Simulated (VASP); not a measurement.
Runs of VASP 6.6.1 on C3H4. The cell holds a molecule in a box, 7 atoms: a = 14.193 Å, b = 14.693 Å, c = 15.193 Å, α = 90.00°, β = 90.00°, γ = 90.00°. 

```csv
level,potentials or basis,grid for exact exchange (PRECFOCK),screening parameter,gap on the mesh (eV),largest force (eV/Å)
PBEsol,"VASP PAW PBE potentials, release 64 (C, H)",-,-,5.99,0.27
optB86b-vdW,"VASP PAW PBE potentials, release 64 (C, H)",-,-,5.68,0.12
HSE06+D3(BJ),"VASP PAW PBE potentials, release 64 (C, H)",Fast,0.2 1/A,6.92,0.95
RPBE+D3(BJ),"VASP PAW PBE potentials, release 64 (C, H)",-,-,5.81,0.27
RPBE,"VASP PAW PBE potentials, release 64 (C, H)",-,-,5.81,0.36
r2SCAN+rVV10,"VASP PAW PBE potentials, release 64 (C, H)",-,-,6.56,0.60
rev-vdW-DF2,"VASP PAW PBE potentials, release 64 (C, H)",-,-,(b),0.20
LDA,"VASP PAW LDA potentials, release 64 (C, H)",-,-,(a),0.77
```

Alike in all rows: task single point; no spin polarisation; cell as given; k mesh 1 × 1 × 1; cutoff (eV) 400; smearing gaussian 0.01 eV.

**Question.** Estimate the missing entries.

**Answer.** (a) 6.10; (b) 5.74.

Caveats: the standard files for N, O and F lose accuracy on very short bonds; the PAW data sets were made with another functional, which shifts forces and pressure a little (some runs).

Runs at the PBE level aren't shown here.
